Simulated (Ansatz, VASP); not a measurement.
# ZrC in two plane-wave programs, part 2 of 2

Aim: how closely do two programs agree when they are given the same cell, functional and k mesh? The cell is taken from a series of runs on this material, whose earlier steps may have relaxed, scaled, displaced or heated it; both programs get it as it stands.

VASP 6.6.1 and Ansatz 0.2.0.

So far: Starting point; Ansatz: relaxation of cell and atoms, PBE with D3(BJ); VASP: relaxation of cell and atoms, PBE with D3(BJ); Side by side.

## Step 5: VASP: zone-centre phonons, LDA

Level of this step: LDA; plane waves and PAW (Zr_sv, C) (VASP).

Second derivatives magnify differences that forces hide, and they need a tight electronic threshold.

INCAR

```
SYSTEM = ZrC
PREC = Accurate
ENCUT = 600
EDIFF = 1E-08
NELM = 120
ISMEAR = 1
SIGMA = 0.15
LREAL = .FALSE.
ALGO = Normal
GGA = CA
NBANDS = 14
LASPH = .TRUE.
LORBIT = 11
LWAVE = .FALSE.
LCHARG = .FALSE.
ISIF = 2
IBRION = 8
GGA_COMPAT = .FALSE.
KPAR = 2
```

POSCAR

```
ZrC
1.0
    0.0000000000      2.3206654252      2.3206654252
    2.3206654252      0.0000000000      2.3206654252
    2.3206654252      2.3206654252      0.0000000000
Zr C
1 1
Direct
    0.5000000000      0.5000000000      0.5000000000
    0.0000000000      0.0000000000      0.0000000000
```

KPOINTS

```
Automatic mesh
0
Gamma
16 16 16
0 0 0
```

Potentials, in the order of the species: Zr_sv and C (LDA family, release 64).

Command:

```console
mpirun -np 2 vasp_std
```

Numbers of over 12 decimals in the logs are rounded to 6 here.

The log of the run:

```text
[banner, memory and clock lines left out]
running    2 mpi-ranks, on    1 nodes
[...]
LDA part: xc-table for (Slater(with rela. corr.)+CA(PZ))
 , standard interpolation
 POSCAR, INCAR and KPOINTS ok, starting setup
[...]
entering main loop
       N       E                     dE             d eps       ncg     rms          rms(c)
DAV:   1     0.110530293817E+03    0.11053E+03   -0.94318E+03  4068   0.129E+03
DAV:   2    -0.177524476663E+02   -0.12828E+03   -0.12043E+03  5086   0.322E+02
DAV:   3    -0.245631505715E+02   -0.68107E+01   -0.67518E+01  6682   0.639E+01
DAV:   4    -0.247081989608E+02   -0.14505E+00   -0.14500E+00  4962   0.665E+00
[...]
DAV:  13    -0.212787069134E+02    0.87525E-06   -0.22691E-06  4786   0.102E-02    0.321E-03
DAV:  14    -0.212787069009E+02    0.12465E-07   -0.59704E-08  4798   0.178E-03    0.820E-04
DAV:  15    -0.212787069014E+02   -0.52069E-09   -0.45694E-09  2984   0.639E-04
   1 F= -.21278707E+02 E0= -.21278662E+02  d E =-.133803E-03
[...]
RMM:  12    -0.632754174539E+00   -0.40460E-06   -0.57470E-06 25452   0.221E-03    0.163E-04
RMM:  13    -0.632753734938E+00    0.43960E-06   -0.40647E-06 22459   0.178E-03    0.131E-04
RMM:  14    -0.632752718525E+00    0.10164E-05   -0.30206E-06 22453   0.140E-03    0.157E-04
 first order change of Fermi-energy   0.25346E-05
 force on displaced ion       1 direction 1 :  -8.146   0.000   0.000
 Linear response progress:
  Degree of freedom:   2/  2
       N       E                     dE             d eps       ncg     rms          rms(c)
RMM:   1    -0.122762286405E+00   -0.12276E+00   -0.14816E-02 22432   0.170E+00
RMM:   2    -0.117166841632E+00    0.55954E-02   -0.31161E-03 18414   0.348E-01    0.135E-01
RMM:   3    -0.117670544032E+00   -0.50370E-03   -0.12000E-03 17972   0.169E-01    0.622E-02
RMM:   4    -0.118554571324E+00   -0.88403E-03   -0.46672E-04 17951   0.113E-01    0.159E-02
[...]
RMM:  13    -0.118629150769E+00    0.32578E-08   -0.12379E-07 23244   0.535E-05    0.329E-06
RMM:  14    -0.118629150708E+00    0.60829E-10   -0.13117E-07 21666   0.281E-05    0.409E-06
RMM:  15    -0.118629149314E+00    0.13945E-08   -0.23877E-08 22129   0.165E-05    0.414E-06
 first order change of Fermi-energy   0.41004E-03
 force on displaced ion       2 direction 1 :  -8.059   0.000   0.000
 Linear response finished
```

OUTCAR, selected parts (step 5):

```text
  Total        0.0865419      0.0865419      0.0865419      0.0000000     -0.0000000      0.0000000
  in kB        5.5471447      5.5471447      5.5471447      0.0000000     -0.0000000      0.0000000
  external PRESSURE =       5.5471447 kB  Pullay stress =       0.0000000 kB

 POSITION                                       TOTAL-FORCE (eV/Angst)
 -----------------------------------------------------------------------------------
      2.32067      2.32067      2.32067         0.000000     -0.000000      0.000000
      0.00000      0.00000      0.00000        -0.000000      0.000000     -0.000000
 -----------------------------------------------------------------------------------
    total drift:                                0.000000      0.000000      0.000000

[... 1 part as in an earlier step ...]

[... 1 further part left out ...]
```

Energies printed during the response cycles are not total energies of the cell.

## Step 6: Ansatz: zone-centre phonons, LDA

The same cell, functional (in two slightly different forms), mesh and smearing now go to Ansatz, which takes its cutoff from its data sets.

The cell is taken from a series of runs on this material, whose earlier steps may have relaxed, scaled, displaced or heated it; both programs get it as it stands.

input.yaml

```yaml
crystal:
  lattice:
    - [0.0, 2.3206654252, 2.3206654252]
    - [2.3206654252, 0.0, 2.3206654252]
    - [2.3206654252, 2.3206654252, 0.0]
  atoms:
    - { symbol: Zr, position: [0.5, 0.5, 0.5] }
    - { symbol: C, position: [0.0, 0.0, 0.0] }
kpoints:
  mp_grid: { grid: [16, 16, 16] }
hamiltonian:
  xc: lda
scf:
  occupations: { method: methfessel_paxton, width: 0.15 }
output:
  eigenvalues: true
phonons:
  method: dfpt
  qmesh: [2, 2, 2]
  temperatures: { t_max: 1000, t_step: 50 }
  qpath:
    path:
      - [[0.0, 0.0, 0.0], [0.5, 0.0, 0.5], [0.625, 0.25, 0.625]]
      - [[0.375, 0.375, 0.75], [0.0, 0.0, 0.0], [0.5, 0.5, 0.5], [0.5, 0.25, 0.75], [0.5, 0.0, 0.5]]
    npoints: 10
```

Command:

```console
ansatz run input.yaml --threads 4 --pin off --max-ram 7168MiB --backend cpu --events-out ev --progress --plain --runs-dir out
```

The log of the run:

```text
[...]
Crystal: 2 atoms, lattice volume = 24.996 Å³
Basis set: ecut = 420 eV, 531 PW (Γ), exchange–correlation on 48×48×48 points (8 copies of the dense FFT grid, shifted against one another)
Bands: 12, of which v1, the nominal top of the filled ones, is band 8 counted from 1 (7 counted from 0)
Symmetry: 48 space group operations
k-points: 145 of 4096
[...]
largest difference from the sums on the solved wave vectors: F 4.95e-2 eV, S 8.18e-5 and C_V 3.23e-5 eV/K
  zero-point energy: 0.142401 eV/cell   skipped modes (ω ≤ 0): 3   left out of the sums: 3.62e-5 of the cell's modes: C_V's classical limit lies that fraction below 3 k_B per atom; for a crystal, a wire or a layer, F and S can be off by more, and a phonons.interpolated_qmesh denser along its periods is the remedy for the sampling
[key lines of the parts left out:]
SCF converged after 7 iterations
Free energy (F): -4322.320699 eV
Fermi energy:    15.211014 eV
```

## Step 7: Comparison

What differs besides the data sets and the points named for the pairs above, as far as they apply: the two LDA forms differ slightly; VASP's run holds the zone centre alone; VASP's log shows a relativistic correction to its local exchange, Ansatz's none. Total energies have different zeros and are not compared.

The two programs side by side:

```tsv
quantity	Ansatz	VASP	difference
optical mode 1 to 3 (cm⁻¹)	451.9	454.7	-0.62 %
```

Modes are paired by rising frequency, not by their patterns, so a pair may set unlike modes beside each other; they are those without the splitting of longitudinal modes.

## Step 8: VASP: zone-centre phonons, PBE with D3(BJ)

Second derivatives magnify differences that forces hide, and they need a tight electronic threshold. The cell compared in this pair holds 25.51 Å³, against 25.00 Å³ for the pair before.

INCAR: that of step 5 with these lines changed.

```diff
@@ -9,3 +9,4 @@
 ALGO = Normal
-GGA = CA
+GGA = PE
+IVDW = 12
 NBANDS = 14
@@ -16,3 +17,6 @@
 ISIF = 2
-IBRION = 8
+IBRION = 6
+NFREE = 2
+POTIM = 0.015
+NSW = 1
 GGA_COMPAT = .FALSE.
```

POSCAR

```
ZrC
1.0
    0.0000000000      2.3363436824      2.3363436824
    2.3363436824      0.0000000000      2.3363436824
    2.3363436824      2.3363436824      0.0000000000
Zr C
1 1
Direct
    0.5000000000      0.5000000000      0.5000000000
    0.0000000000      0.0000000000      0.0000000000
```

KPOINTS is that of step 5.

The projector-augmented-wave data sets are Zr_sv and C (PBE family, release 64).

Command:

```console
mpirun -np 2 vasp_std
```

The log of the run:

```text
[... set-up lines as in an earlier step ...]
 entering main loop
       N       E                     dE             d eps       ncg     rms          rms(c)
DAV:   1     0.112077298894E+03    0.11208E+03   -0.94887E+03  4068   0.129E+03
DAV:   2    -0.159262291036E+02   -0.12800E+03   -0.11971E+03  5124   0.319E+02
DAV:   3    -0.227238241043E+02   -0.67976E+01   -0.67062E+01  6716   0.636E+01
DAV:   4    -0.228949256316E+02   -0.17110E+00   -0.17106E+00  4884   0.692E+00
[...]
DAV:  14    -0.194514284047E+02    0.56297E-07   -0.76232E-08  4956   0.200E-03    0.294E-04
DAV:  15    -0.194514284232E+02   -0.18486E-07   -0.57650E-09  2852   0.749E-04    0.751E-04
DAV:  16    -0.194514284180E+02    0.51743E-08   -0.20052E-09  2402   0.332E-04
   1 F= -.20265767E+02 E0= -.20265638E+02  d E =-.386792E-03
[...]
2 F= -.20264916E+02 E0= -.20264789E+02  d E =-.381699E-03
[...]
3 F= -.20264916E+02 E0= -.20264789E+02  d E =-.381704E-03
[...]
4 F= -.20264917E+02 E0= -.20264789E+02  d E =-.381706E-03
[...]
5 F= -.20264917E+02 E0= -.20264789E+02  d E =-.381669E-03
 Finite differences progress:
  Degree of freedom:   2/  2
  Displacement:        2/  2
  Total:               4/  4
```

Parts of OUTCAR (step 8):

```text
 Edisp (eV)   -0.81434

 Edisp (eV)   -0.81434

  Total       0.03911     0.02920     0.02920    -0.00000     0.00000    -0.00000
  in kB       2.45656     1.83426     1.83426    -0.00000     0.00000    -0.00000
  external pressure =        2.04 kB  Pullay stress =        0.00 kB

 POSITION                                       TOTAL-FORCE (eV/Angst)
 -----------------------------------------------------------------------------------
      2.33634      2.33634      2.33634        -0.113245      0.000000      0.000000
     -0.01500      0.00000      0.00000         0.113245      0.000000      0.000000
 -----------------------------------------------------------------------------------
    total drift:                               -0.000050      0.000000      0.000000

  FREE ENERGIE OF THE ION-ELECTRON SYSTEM (eV)
  ---------------------------------------------------
  free  energy   TOTEN  =       -20.2649165121 eV

  energy  without entropy=      -20.2645348436  energy(sigma->0) =      -20.26478929

[... 1 part as in an earlier step ...]

[... 2 further parts left out ...]
[key lines of the parts left out:]
E-fermi :   9.8077
```

Levels, forces or a CONTCAR printed for this step are those of its last displaced cell, not of the structure at rest.

## Step 9: Ansatz: zone-centre phonons, PBE with D3(BJ)

The same cell, functional, mesh and smearing now go to Ansatz, which takes its cutoff from its data sets.

The cell is taken from a series of runs on this material, whose earlier steps may have relaxed, scaled, displaced or heated it; both programs get it as it stands.

input.yaml, the sections that differ from step 6:

```yaml
crystal:
  lattice:
    - [0.0, 2.3363436824, 2.3363436824]
    - [2.3363436824, 0.0, 2.3363436824]
    - [2.3363436824, 2.3363436824, 0.0]
  atoms:
    - { symbol: Zr, position: [0.5, 0.5, 0.5] }
    - { symbol: C, position: [0.0, 0.0, 0.0] }
hamiltonian:
  xc: pbe
  dispersion: d3bj
# kpoints, scf, output, phonons: as in step 6
```

Command:

```console
ansatz run input.yaml --threads 4 --pin off --max-ram 7168MiB --backend cpu --events-out ev --progress --plain --runs-dir out
```

The log of the run:

```text
[...]
Crystal: 2 atoms, lattice volume = 25.506 Å³
Basis set: ecut = 420 eV, 531 PW (Γ), exchange–correlation on 48×48×48 points (8 copies of the dense FFT grid, shifted against one another)
Bands: 12, of which v1, the nominal top of the filled ones, is band 8 counted from 1 (7 counted from 0)
Symmetry: 48 space group operations
k-points: 145 of 4096
[...]
ASR residual per site (eV/Å²): 1.38e-4 1.10e-5
  Γ frequencies (cm⁻¹): 0.00 0.00 0.00 439.89 439.89 439.89
--- Phonons (arbitrary-q DFPT): 3 irreducible q on the 2×2×2 mesh ---
[...]
interpolated dispersion: 62 rows × 6 modes
[...]
[key lines of the parts left out:]
SCF converged after 8 iterations
Free energy (F): -4437.300208 eV
Fermi energy:    15.153820 eV
```

## Step 10: Side by side

What differs besides the data sets and the points named for the pairs above, as far as they apply: Ansatz takes the dispersion share of the force constants at frozen C6 weights, VASP differentiates the full forces; VASP uses finite displacements, Ansatz perturbation theory. Total energies have different zeros and are not compared.

The two programs side by side:

```tsv
quantity	Ansatz	VASP	difference
optical mode 1 to 3 (cm⁻¹)	439.9	439.7	+0.03 %
```

Modes are paired by rising frequency, not by their patterns, so a pair may set unlike modes beside each other; they are those without the splitting of longitudinal modes.

## Step 11: Outcome

| Item | Value |
| --- | --- |
| difference in volume (relaxation of cell and atoms, PBE with D3(BJ)) | -0.076 % |
| r.m.s. difference of the optical zone-centre modes, each program's sorted by frequency (zone-centre phonons, LDA) | 2.8 cm⁻¹ |
| difference in optical mode 1 to 3 (zone-centre phonons, LDA) | -0.6 % |
| r.m.s. difference of the optical zone-centre modes, each program's sorted by frequency (zone-centre phonons, PBE with D3(BJ)) | 0.14 cm⁻¹ |

The difference in volume is -0.076 % (relaxation of cell and atoms, PBE with D3(BJ)), within the 1.2 % picked in this series as the mark of a large difference, as far as the stopping tolerances let one tell. Among the rows given in per cent, the largest difference of the zone-centre phonons, LDA pair is in optical mode 1 to 3, -0.6 %. 4 further runs of this series are not shown here. How closely two codes agree says nothing of how well the functional describes the real material.

[Lines on the potential files, build, host, timing and source positions are cut from VASP's logs without a mark.]

[Logs are printed without paths, hosts, clocks, repeated set-up lines and the standing remarks that a program may print on its own settings, such as how far it seeks lower states.]

[Hosts, paths, dates, database ids (printed as entryN), source tags and the programs' standing remarks are cut or masked in the printed files.]
